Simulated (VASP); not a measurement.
Here is the system:

```
CELL_PARAMETERS angstrom
      0.00000     2.13846     2.13846
      2.13846     0.00000     2.13846
      2.13846     2.13846     0.00000
ATOMIC_POSITIONS crystal
  Be 0.25000 0.25000 0.25000
  Be 0.75000 0.75000 0.75000
  C  0.00000 0.00000 0.00000
```

The numbers are results of PBE GGA with D3 dispersion (Becke-Johnson damping), VASP's PBE PAW potentials (set 64) (plane waves; VASP 6.6.1), not measurements. Settings: 520 eV cut-off, 9×9×9 Γ-centred mesh, Gaussian smearing of 0.050 eV, potentials Be C.

Question: The job: Be2C (antifluorite), 3 atoms, PBE-D3(BJ), static run, 520 eV, 9×9×9 Γ-centred mesh. Roughly how much core time does it take on a busy server core?

Answer: About 4 core-seconds (one run on a shared machine, a rough figure). It had 35 irreducible k-points, 8 bands, up to 534 plane waves and 13 electronic steps.

The compound is Be2C in the antifluorite structure. It was relaxed first.
